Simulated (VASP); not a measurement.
Here is the system:

```
BN
1.0
    0.00000     1.80229     1.80229
    1.80229     0.00000     1.80229
    1.80229     1.80229     0.00000
B N
1 1
Direct
  0.00000   0.00000   0.00000
  0.25000   0.25000   0.25000
```

These are MS2 meta-GGA, VASP's PBE PAW potentials (set 64) (plane waves; VASP) values and carry that method's errors. Run with 520 eV cut-off, 14×14×14 Γ-centred mesh, tetrahedra with Blöchl corrections, potentials B N.

Tabulate the total density of states (states/eV per cell) against energy (eV; zero at the valence-band maximum or, without a gap, the Fermi level).

```
E (eV) | DOS (states/eV)
    -9.93 | ######## 0.25
    -9.21 | ############# 0.41
    -8.37 | ############################## 0.92
    -7.65 | ######### 0.28
    -6.81 | ################## 0.54
    -6.09 | #################### 0.60
    -5.37 | ###################### 0.69
    -4.53 | ############################# 0.88
    -3.81 | ############################ 0.84
    -3.09 | ########################### 0.83
    -2.25 | ########################## 0.81
    -1.53 | ############### 0.45
    -0.81 | ######### 0.26
     0.03 |  0.00
     0.75 |  0.00
     1.59 |  0.00
     2.31 |  0.00
     3.03 |  0.00
     3.87 |  0.00
     4.59 |  0.00
     5.43 | # 0.04
     6.15 | ### 0.09
     6.87 | ##### 0.15
     7.71 | ####### 0.23
     8.43 | ########## 0.32
```
Within 2 eV below the valence-band maximum the largest weight inside VASP's projection spheres is N p, then B p.

The compound is BN in the zinc blende structure. It was relaxed first.
